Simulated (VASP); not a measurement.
Input:

```
CELL_PARAMETERS angstrom
      1.88220    -3.26007     0.00000
      1.88220     3.26007     0.00000
      0.00000     0.00000     6.11501
ATOMIC_POSITIONS crystal
  Zr 0.00000 0.00000 0.00000
  S  0.33333 0.66667 0.23863
  S  0.66667 0.33333 0.76137
```

All values below come from SCAN meta-GGA, VASP's PBE PAW potentials (set 64) (plane waves; VASP). Run with 520 eV cut-off, 7×7×4 Γ-centred mesh, Gaussian smearing of 0.050 eV, potentials Zr_sv S.

The ions and cell shape at fixed volume are relaxed. Give the cell that the relaxation ends in.

```
CELL_PARAMETERS angstrom
      1.84967    -3.20372     0.00000
      1.84967     3.20372     0.00000
      0.00000     0.00000     6.33200
ATOMIC_POSITIONS crystal
  Zr 0.00000 0.00000 0.00000
  S  0.33333 0.66667 0.22596
  S  0.66667 0.33333 0.77404
```
Space group P-3m1 (164), at a tolerance of 0.03 Å.

How much energy does the relaxation gain?

The energy (σ→0) changes by -20.5 meV/atom, in 6 ionic steps.

| step | E(σ→0) (eV) | max force (eV/Å) | pressure (GPa) | volume (Å³) |
|---|---|---|---|---|
| 1 | -55.2284 | 0.638 | -4.99 | 75.04 |
| 2 | -55.2635 | 0.347 | -3.49 | 75.04 |
| 3 | -55.2796 | 0.056 | -1.94 | 75.04 |
| 4 | -55.2817 | 0.080 | -1.17 | 75.04 |
| 5 | -55.2889 | 0.034 | -0.79 | 75.04 |
| 6 | -55.2900 | 0.007 | -0.60 | 75.04 |

The compound is ZrS2 in the 1T layered structure. This cell is one point of a volume scan, at 1.06 of the reference volume. Symmetry was kept, so distortions that lower it aren't found.
